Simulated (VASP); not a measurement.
# Driving VASP from ASE on WC, part 3 of 4

Do ASE scripts that read WC from different structure formats give one answer, and do several routes find one equilibrium volume? All runs use LDA. Left out of this account: 1 further run (self-consistent run: a reference on another mesh). The start is a computed cell from the Materials Project.

VASP 6.6.1; LDA; plane waves and PAW (W, C).

So far. Step 2 (A single point (LDA, through ASE)): The pressure is -15.34 GPa and the largest force 0.000 eV/Å, so the cell is not at a minimum at these settings. Step 3 (A single point (LDA, through ASE), try 2): The energy lies +4.01 meV an atom from the first script, since this cell and mesh sample the zone at other points.

### Step 4. Full relaxation (LDA, through ASE)

System of this step: WC. Symmetry: Fm-3m, No. 225, cubic system. Conventional cell: a = 4.385 Å, b = 4.385 Å, c = 4.385 Å, α = 90.00°, β = 90.00°, γ = 90.00°. Nearest to W lie 6 C at 2.19 Å. Nearest to C lie 6 W at 2.19 Å. Farther neighbours are not listed.

The start need not lie at this functional's minimum. ISIF = 3 frees volume, shape and positions, and EDIFFG sets the threshold on forces and stress at which the search stops.

run.py reads:

```python
import numpy as np
from ase.calculators.vasp import Vasp
from ase.io import read

atoms = read('WC.cif')

calc = Vasp(
    xc='lda',
    pp='LDA',
    prec='Accurate',
    encut=520,
    ediff=1e-06,
    nelm=100,
    ismear=-1,
    sigma=0.05,
    lreal=False,
    algo='Normal',
    nbands=11,
    lasph=True,
    lorbit=11,
    lwave=False,
    lcharg=False,
    kpar=2,
    ibrion=2,
    nsw=60,
    isif=3,
    ediffg=-0.01,
    pp_version='64',
    setups={'W': '', 'C': ''},
    kpts=(15, 15, 15),
    gamma=True,
    txt='vasp.out',
)
atoms.calc = calc

print("energy (eV):", round(atoms.get_potential_energy(), 6))
print("Fermi level (eV):", round(calc.get_fermi_level(), 4))
print("forces (eV/A):")
print(np.round(atoms.get_forces(), 4))
print("stress (GPa, Voigt, tension positive):", np.round(atoms.get_stress() * 160.21766, 3))
print("cell (A, degrees):", np.round(atoms.cell.cellpar(), 4))
print("volume (A^3):", round(atoms.get_volume(), 4))
print("positions:")
print(np.round(atoms.get_scaled_positions(), 5))
```

WC.cif reads:

```cif
data_WC
_cell_length_a 3.10092345
_cell_length_b 3.10092345
_cell_length_c 3.10092345
_cell_angle_alpha 60.00000000
_cell_angle_beta 60.00000000
_cell_angle_gamma 60.00000000
_space_group_name_H-M_alt 'P1'
_space_group_name_Hall 'P 1'
_space_group_IT_number 1
loop_
_space_group_symop_operation_xyz
'x,y,z'
loop_
_atom_site_label
_atom_site_type_symbol
_atom_site_symmetry_multiplicity
_atom_site_Wyckoff_symbol
_atom_site_fract_x
_atom_site_fract_y
_atom_site_fract_z
_atom_site_occupancy
W1 W 1 a 0.0000000000 0.0000000000 0.0000000000 1
C1 C 1 a 0.5000000000 0.5000000000 0.5000000000 1
```

PAW data sets: W and C (LDA family, release 64).

Run with:

```bash
> export ASE_VASP_COMMAND="mpirun -np 2 vasp_std"
> python run.py
```

Output:

```text
energy (eV): -23.896098
Fermi level (eV): 10.1454
forces (eV/A):
[[-0.  0.  0.]
 [ 0. -0.  0.]]
stress (GPa, Voigt, tension positive): [ 0.102  0.102  0.102 -0.    -0.     0.   ]
cell (A, degrees): [ 3.06  3.06  3.06 60.   60.   60.  ]
volume (A^3): 20.2603
positions:
[[0.  0.  0. ]
 [0.5 0.5 0.5]]
```

It took 31 s on 2 MPI ranks of AMD EPYC 7R43, shared host; peak memory 0.25 GiB.

ASE turned this into the INCAR:

```
ENCUT = 520.000000
SIGMA = 0.050000
EDIFF = 1.00e-06
EDIFFG = -1.00e-02
ALGO = Normal
PREC = Accurate
IBRION = 2
ISIF = 3
ISMEAR = -1
KPAR = 2
LORBIT = 11
NBANDS = 11
NELM = 100
NSW = 60
LASPH = .TRUE.
LCHARG = .FALSE.
LWAVE = .FALSE.
LREAL = .FALSE.
```

ASE turned this into the KPOINTS:

```
KPOINTS created by Atomic Simulation Environment
0
Gamma
15 15 15
0 0 0
```

VASP's own log, vasp.out:

```text
[... set-up lines as in an earlier step ...]
 entering main loop
       N       E                     dE             d eps       ncg     rms          rms(c)
DAV:   1     0.186327420385E+02    0.18633E+02   -0.50353E+03  2656   0.816E+02
DAV:   2    -0.256993577484E+02   -0.44332E+02   -0.42222E+02  3101   0.186E+02
DAV:   3    -0.274132945342E+02   -0.17139E+01   -0.16926E+01  3200   0.313E+01
DAV:   4    -0.274230460520E+02   -0.97515E-02   -0.97446E-02  2880   0.278E+00
DAV:   5    -0.274230866495E+02   -0.40598E-04   -0.40593E-04  3152   0.166E-01    0.323E+01
DAV:   6    -0.240124865507E+02    0.34106E+01   -0.17931E+01  2960   0.248E+01    0.939E+00
DAV:   7    -0.239101588454E+02    0.10233E+00   -0.94760E-01  2727   0.751E+00    0.832E+00
DAV:   8    -0.238709863578E+02    0.39172E-01   -0.16774E-01  2918   0.306E+00    0.350E+00
DAV:   9    -0.238594396604E+02    0.11547E-01   -0.24986E-02  2820   0.108E+00    0.369E-01
DAV:  10    -0.238591673801E+02    0.27228E-03   -0.62977E-04  3035   0.198E-01    0.729E-02
DAV:  11    -0.238591637629E+02    0.36172E-05   -0.23333E-05  3036   0.333E-02    0.101E-02
DAV:  12    -0.238591634166E+02    0.34626E-06   -0.98968E-07  1851   0.734E-03
   1 F= -.23859163E+02 E0= -.23854825E+02  d E =-.238592E+02
 curvature:   0.00 expect dE= 0.000E+00 dE for cont linesearch  0.000E+00
 trial: gam= 0.00000 g(F)=  0.270E-61 g(S)=  0.295E+00 ort = 0.000E+00 (trialstep = 0.100E+01)
 search vector abs. value=  0.295E+00
 bond charge predicted
       N       E                     dE             d eps       ncg     rms          rms(c)
DAV:   1    -0.237565987069E+02    0.10257E+00   -0.11188E+01  2697   0.278E+01    0.117E+01
DAV:   2    -0.236120290519E+02    0.14457E+00   -0.10599E-01  2970   0.271E+00    0.643E+00
DAV:   3    -0.235541044509E+02    0.57925E-01   -0.11317E-01  2910   0.253E+00    0.629E-01
DAV:   4    -0.235541264642E+02   -0.22013E-04   -0.14697E-03  2886   0.317E-01    0.114E-01
DAV:   5    -0.235541139870E+02    0.12477E-04   -0.22136E-04  3067   0.946E-02    0.424E-02
DAV:   6    -0.235541287882E+02   -0.14801E-04   -0.32795E-05  3061   0.373E-02    0.131E-02
DAV:   7    -0.235541291401E+02   -0.35191E-06   -0.90311E-07  1991   0.835E-03
   2 F= -.23554129E+02 E0= -.23550355E+02  d E =0.305034E+00
[...]
3 F= -.23900203E+02 E0= -.23896014E+02  d E =-.410394E-01
 curvature:  -0.12 expect dE=-0.703E-04 dE for cont linesearch -0.703E-04
 ZBRENT: interpolating
 opt :   0.2711  next Energy=   -23.900270 (dE=-0.411E-01)
 bond charge predicted
       N       E                     dE             d eps       ncg     rms          rms(c)
DAV:   1    -0.239003019815E+02   -0.99583E-04   -0.10977E-03  2703   0.263E-01    0.110E-01
DAV:   2    -0.239002867813E+02    0.15200E-04   -0.11221E-05  2931   0.276E-02    0.595E-02
DAV:   3    -0.239002810231E+02    0.57583E-05   -0.12610E-05  2907   0.255E-02    0.405E-03
DAV:   4    -0.239002810153E+02    0.77998E-08   -0.14088E-07  1383   0.305E-03
   4 F= -.23900281E+02 E0= -.23896098E+02  d E =-.411176E-01
 curvature:  -0.11 expect dE=-0.136E-05 dE for cont linesearch -0.136E-05
 trial: gam=-0.00638 g(F)=  0.589E-61 g(S)=  0.121E-04 ort = 0.189E-02 (trialstep = 0.854E+00)
 search vector abs. value=  0.600E-09
 reached required accuracy - stopping structural energy minimisation
```

OUTCAR, selected parts (step 4):

```text
  LATTYP: Found a face centered cubic cell.
 ALAT       =     4.3853679989

The static configuration has the point symmetry O_h .

 Found    120 irreducible k-points:

   NELECT =      10.0000    total number of electrons

 E-fermi :  10.1454

 k-point     1 :       0.0000    0.0000    0.0000
  band No.  band energies     occupation
    ...
      5       9.1209      2.00000
      6       9.1209      2.00000
      7       9.1357      2.00000
      8       9.1357      2.00000
      9       9.1357      2.00000
     10      17.2863      0.00000
     11      20.2450      0.00000

 k-point     2 :       0.0667    0.0000   -0.0000
  band No.  band energies     occupation
    ...
      3       7.1415      2.00000
      4       7.1415      2.00000
      5       8.0426      2.00000
      6       8.0426      2.00000
      7       9.3368      2.00000
      8      10.5726      0.00039
      9      10.5726      0.00039
     10      17.5122      0.00000
     11      20.5562      0.00000

  Total       -0.0129531     -0.0129531     -0.0129531      0.0000000      0.0000000      0.0000000
  in kB       -1.0243246     -1.0243246     -1.0243246      0.0000000      0.0000000      0.0000000
  external PRESSURE =      -1.0243246 kB  Pullay stress =       0.0000000 kB

  energy-cutoff  :      520.00
  volume of cell :       20.26
      direct lattice vectors                 reciprocal lattice vectors
     3.059990202 -0.000000000 -0.000000000     0.326798432 -0.188677163 -0.133414901
     1.529995101  2.650029250 -0.000000000     0.000000000  0.377354325 -0.133414901
     1.529995101  0.883343083  2.498471538     0.000000000  0.000000000  0.400244704

 POSITION                                       TOTAL-FORCE (eV/Angst)
 -----------------------------------------------------------------------------------
      1.53000      2.65003     -0.00000        -0.000000      0.000000      0.000000
      3.05999      1.76669      1.24924         0.000000     -0.000000      0.000000
 -----------------------------------------------------------------------------------
    total drift:                               -0.000000      0.000000     -0.000000

  FREE ENERGIE OF THE ION-ELECTRON SYSTEM (eV)
  ---------------------------------------------------
  free  energy   TOTEN  =       -23.9002810153 eV

  energy  without entropy=      -23.8919146183  energy(sigma->0) =      -23.89609782

 reached required accuracy - stopping structural energy minimisation

 total charge
# of ion       s       p       d       tot
------------------------------------------
    1        0.579   0.819   4.408   5.806
    2        0.855   1.609   0.000   2.463
--------------------------------------------------
tot          1.434   2.428   4.408   8.269

[... 5 parts as in an earlier step ...]

[... 6 further parts left out ...]
```

CONTCAR:

```
W  C
   1.00000000000000
     3.0599902020308400   -0.0000000000000000   -0.0000000000000000
     1.5299951010154205    2.6500292502901841   -0.0000000000000000
     1.5299951010154205    0.8833430834300615    2.4984715376305218
  W               C
     1     1
Direct
     0.0000000000000000    1.0000000000000000    0.0000000000000000
     0.5000000000000000    0.5000000000000000    0.5000000000000000
```

The run keeps the 48 symmetry operations of its start, so it cannot find a distortion of lower symmetry.

Relaxation path:

```csv
step,energy less that of the first step (eV),largest force (eV/Å),pressure (GPa),volume (Å³)
1,0.0000,0.0000,-15.34,21.08
2,0.3050,0.0000,58.17,18.15
3,-0.0410,0.0000,-0.72,20.29
4,-0.0411,0.0000,-0.10,20.26
```

| conventional cell, symmetrised | before | after | change |
| --- | --- | --- | --- |
| a (Å) | 4.385 | 4.327 | -1.3 % |
| b (Å) | 4.385 | 4.327 | -1.3 % |
| c (Å) | 4.385 | 4.327 | -1.3 % |
| volume (Å³/atom) | 10.54 | 10.13 | -3.9 % |

Final coordinates:

```
W C
1.0
     3.05999    0.00000    0.00000
     1.53000    2.65003    0.00000
     1.53000    0.88334    2.49847
W C
1 1
Direct
  0.00000 0.00000 0.00000
  0.50000 0.50000 0.50000
```

Numbers from this step:

| Item | Value |
| --- | --- |
| electrons | 10 |
| bands | 11 |
| irreducible k-points | 120 |
| free energy (TOTEN) | -23.90 eV |
| energy at zero smearing | -23.90 eV |
| Fermi energy | 10.15 eV |
| pressure | -0.1024 GPa |
| SCF cycles over all ionic steps | 30 |

It ends with forces that vanish by symmetry and a pressure of -0.10 GPa.

### Step 5. Energy against volume, from ASE (LDA)

An ASE loop scales the volume and fits the energies, which gives the bulk modulus from energies alone.

run.py reads:

```python
import numpy as np
from ase.calculators.vasp import Vasp
from ase.io import read
from ase.eos import EquationOfState
from ase.units import GPa

atoms = read('WC.cif')

calc = Vasp(
    xc='lda',
    pp='LDA',
    prec='Accurate',
    encut=520,
    ediff=1e-06,
    nelm=100,
    ismear=-1,
    sigma=0.05,
    lreal=False,
    algo='Normal',
    nbands=11,
    lasph=True,
    lorbit=11,
    lwave=False,
    lcharg=False,
    kpar=2,
    isif=2,
    pp_version='64',
    setups={'W': '', 'C': ''},
    kpts=(15, 15, 15),
    gamma=True,
    txt='vasp.out',
)
atoms.calc = calc

cell, volumes, energies = atoms.get_cell(), [], []
for x in [0.94, 0.96, 0.98, 1.0, 1.02, 1.04, 1.06]:
    atoms.set_cell(cell * x ** (1 / 3), scale_atoms=True)
    volumes.append(atoms.get_volume())
    energies.append(atoms.get_potential_energy())
    print(f"{x:.2f}  V = {volumes[-1]:.4f} A^3  E = {energies[-1]:.6f} eV")
v0, e0, b0 = EquationOfState(volumes, energies, eos="birchmurnaghan").fit()
print(f"V0 = {v0:.4f} A^3  E0 = {e0:.6f} eV  B0 = {b0 / GPa:.2f} GPa")
```

WC.cif is that of step 4.

Output:

```text
0.94  V = 19.8192 A^3  E = -23.882669 eV
0.96  V = 20.2409 A^3  E = -23.895583 eV
0.98  V = 20.6626 A^3  E = -23.885480 eV
1.00  V = 21.0842 A^3  E = -23.854825 eV
1.02  V = 21.5059 A^3  E = -23.805811 eV
1.04  V = 21.9276 A^3  E = -23.740411 eV
1.06  V = 22.3493 A^3  E = -23.660395 eV
V0 = 20.2587 A^3  E0 = -23.895607 eV  B0 = 417.82 GPa
```

Run time: 81 s. Hardware: 2 MPI ranks; peak memory 0.24 GiB.

ASE turned this into the INCAR:

```
ENCUT = 520.000000
SIGMA = 0.050000
EDIFF = 1.00e-06
ALGO = Normal
PREC = Accurate
ISIF = 2
ISMEAR = -1
KPAR = 2
LORBIT = 11
NBANDS = 11
NELM = 100
LASPH = .TRUE.
LCHARG = .FALSE.
LWAVE = .FALSE.
LREAL = .FALSE.
```

The KPOINTS that ASE wrote:

```
KPOINTS created by Atomic Simulation Environment
0
Gamma
15 15 15
0 0 0
```

VASP's own log, vasp.out (the last of its runs):

```text
[banner, memory and clock lines left out]
running    2 mpi-ranks, on    1 nodes
 distrk:  each k-point on    1 cores,    2 groups
 distr:  one band on    1 cores,    1 groups

 POSCAR found type information on POSCAR W C
 POSCAR found :  2 types and       2 ions
 LDA part: xc-table for (Slater(with rela. corr.)+CA(PZ))
 , standard interpolation
 POSCAR, INCAR and KPOINTS ok, starting setup
 FFT: planning ... GRIDC
 FFT: planning ... GRID_SOFT
 FFT: planning ... GRID
 WAVECAR not read
 WARNING: random wavefunctions but no delay for mixing, default for NELMDL
 entering main loop
       N       E                     dE             d eps       ncg     rms          rms(c)
DAV:   1     0.177841256192E+02    0.17784E+02   -0.49703E+03  2648   0.811E+02
DAV:   2    -0.253690677033E+02   -0.43153E+02   -0.40391E+02  3176   0.179E+02
DAV:   3    -0.272031042076E+02   -0.18340E+01   -0.18068E+01  3188   0.316E+01
DAV:   4    -0.272149114926E+02   -0.11807E-01   -0.11793E-01  2912   0.288E+00
DAV:   5    -0.272149591517E+02   -0.47659E-04   -0.47659E-04  3097   0.176E-01    0.289E+01
DAV:   6    -0.238579873671E+02    0.33570E+01   -0.19063E+01  3008   0.249E+01    0.789E+00
DAV:   7    -0.237172427784E+02    0.14074E+00   -0.11543E+00  2718   0.782E+00    0.753E+00
DAV:   8    -0.236783878731E+02    0.38855E-01   -0.22618E-01  2936   0.352E+00    0.341E+00
DAV:   9    -0.236652948461E+02    0.13093E-01   -0.29727E-02  2825   0.120E+00    0.381E-01
DAV:  10    -0.236649873884E+02    0.30746E-03   -0.52518E-04  3067   0.164E-01    0.273E-02
DAV:  11    -0.236649874591E+02   -0.70609E-07   -0.40093E-06  3003   0.169E-02
   1 F= -.23664987E+02 E0= -.23660395E+02  d E =-.918567E-02
```

From OUTCAR (step 5):

```text
   ENCUT  =  520.0 eV  38.22 Ry    6.18 a.u.   5.88  5.88  5.88*2*pi/ulx,y,z

   NELECT =      10.0000    total number of electrons

 E-fermi :   8.8490

 k-point     1 :       0.0000    0.0000    0.0000
  band No.  band energies     occupation
    ...
      5       7.9231      2.00000
      6       7.9231      2.00000
      7       8.0423      2.00000
      8       8.0423      2.00000
      9       8.0423      2.00000
     10      14.9109      0.00000
     11      19.0426      0.00000

  Total       -4.6108473     -4.6108473     -4.6108473     -0.0000000     -0.0000000     -0.0000000
  in kB     -330.5425084   -330.5425084   -330.5425084     -0.0000000     -0.0000000     -0.0000000
  external PRESSURE =    -330.5425084 kB  Pullay stress =       0.0000000 kB

 POSITION                                       TOTAL-FORCE (eV/Angst)
 -----------------------------------------------------------------------------------
      0.00000      0.00000      0.00000         0.000000     -0.000000      0.000000
      3.16174      1.82543      1.29078        -0.000000      0.000000      0.000000
 -----------------------------------------------------------------------------------
    total drift:                               -0.000000      0.000000     -0.000000

  FREE ENERGIE OF THE ION-ELECTRON SYSTEM (eV)
  ---------------------------------------------------
  free  energy   TOTEN  =       -23.6649874591 eV

  energy  without entropy=      -23.6558017876  energy(sigma->0) =      -23.66039462

[... 3 parts as in an earlier step ...]

[... 13 further parts left out ...]
```

Numbers from this step:

```
bulk modulus                  : 417.8 GPa
equilibrium volume of the fit : 10.13 Å³/atom
```

The fitted volume lies -0.01 % from the relaxed one.

### Step 6. BFGS in ASE (LDA)

Here ASE drives the relaxation and calls VASP for forces and stress at each step.

run.py reads:

```python
import numpy as np
from ase.calculators.vasp import Vasp
from ase import Atoms
from ase.optimize import BFGS
from ase.filters import FrechetCellFilter

atoms = Atoms(['W', 'C'],
              cell=[[0.0, 2.192684, 2.192684], [2.192684, 0.0, 2.192684], [2.192684, 2.192684, 0.0]],
              scaled_positions=[[0.0, 0.0, 0.0], [0.5, 0.5, 0.5]],
              pbc=True)

calc = Vasp(
    xc='lda',
    pp='LDA',
    prec='Accurate',
    encut=520,
    ediff=1e-06,
    nelm=100,
    ismear=-1,
    sigma=0.05,
    lreal=False,
    algo='Normal',
    nbands=11,
    lasph=True,
    lorbit=11,
    lwave=False,
    lcharg=False,
    kpar=2,
    isif=2,
    pp_version='64',
    setups={'W': '', 'C': ''},
    kpts=(15, 15, 15),
    gamma=True,
    txt='vasp.out',
)
atoms.calc = calc

BFGS(FrechetCellFilter(atoms)).run(fmax=0.02, steps=30)
print("cell (A, degrees):", np.round(atoms.cell.cellpar(), 4))
print("volume (A^3):", round(atoms.get_volume(), 4))
print("energy (eV):", round(atoms.get_potential_energy(), 6))
print("Fermi level (eV):", round(calc.get_fermi_level(), 4))
print("forces (eV/A):")
print(np.round(atoms.get_forces(), 4))
print("stress (GPa, Voigt, tension positive):", np.round(atoms.get_stress() * 160.21766, 3))
```

Output:

```text
Step     Time          Energy          fmax
BFGS:    0 --:--:--      -23.859163        1.009238
BFGS:    1 --:--:--      -23.891131        0.477549
BFGS:    2 --:--:--      -23.899752        0.024762
BFGS:    3 --:--:--      -23.899788        0.000536
cell (A, degrees): [ 3.0598  3.0598  3.0598 60.     60.     60.    ]
volume (A^3): 20.2556
energy (eV): -23.895606
Fermi level (eV): 10.1488
forces (eV/A):
[[ 0. -0.  0.]
 [-0.  0. -0.]]
stress (GPa, Voigt, tension positive): [ 0.008  0.008  0.008  0.    -0.    -0.   ]
```

Run time: 48 s. Hardware: 2 MPI ranks; peak memory 0.24 GiB.

The INCAR that ASE wrote:

```
ENCUT = 520.000000
SIGMA = 0.050000
EDIFF = 1.00e-06
ALGO = Normal
PREC = Accurate
ISIF = 2
ISMEAR = -1
KPAR = 2
LORBIT = 11
NBANDS = 11
NELM = 100
LASPH = .TRUE.
LCHARG = .FALSE.
LWAVE = .FALSE.
LREAL = .FALSE.
```

ASE turned this into the KPOINTS:

```
KPOINTS created by Atomic Simulation Environment
0
Gamma
15 15 15
0 0 0
```

vasp.out (the last of its runs):

```text
[... set-up lines as in an earlier step ...]
 entering main loop
       N       E                     dE             d eps       ncg     rms          rms(c)
DAV:   1     0.185492304319E+02    0.18549E+02   -0.50541E+03  2640   0.818E+02
DAV:   2    -0.257435449467E+02   -0.44293E+02   -0.41838E+02  3097   0.187E+02
DAV:   3    -0.274726222551E+02   -0.17291E+01   -0.17030E+01  3178   0.313E+01
DAV:   4    -0.274829991181E+02   -0.10377E-01   -0.10371E-01  2905   0.282E+00
DAV:   5    -0.274830403200E+02   -0.41202E-04   -0.41198E-04  3091   0.166E-01    0.349E+01
DAV:   6    -0.240346621765E+02    0.34484E+01   -0.17244E+01  2961   0.248E+01    0.106E+01
DAV:   7    -0.239503226446E+02    0.84340E-01   -0.83625E-01  2736   0.731E+00    0.886E+00
DAV:   8    -0.239112448242E+02    0.39078E-01   -0.13765E-01  2906   0.277E+00    0.353E+00
DAV:   9    -0.239000413015E+02    0.11204E-01   -0.25251E-02  2807   0.105E+00    0.340E-01
DAV:  10    -0.238998011617E+02    0.24014E-03   -0.87444E-04  3049   0.250E-01    0.169E-01
DAV:  11    -0.238997885368E+02    0.12625E-04   -0.67112E-05  3022   0.555E-02    0.581E-03
DAV:  12    -0.238997876626E+02    0.87418E-06   -0.17421E-06  1858   0.103E-02
   1 F= -.23899788E+02 E0= -.23895606E+02  d E =-.836420E-02
```

[end of part 3 of 4]

[Lines on the potential files, build, host, timing and source positions are cut from VASP's logs without a mark.]

[Logs are printed without paths, hosts, clocks, repeated set-up lines and the standing remarks that a program may print on its own settings, such as how far it seeks lower states.]

[Hosts, paths, dates, database ids (printed as entryN), source tags and the programs' standing remarks are cut or masked in the printed files.]

[A measured line is paired with the nearest computed mode of its activity, which favours agreement.]
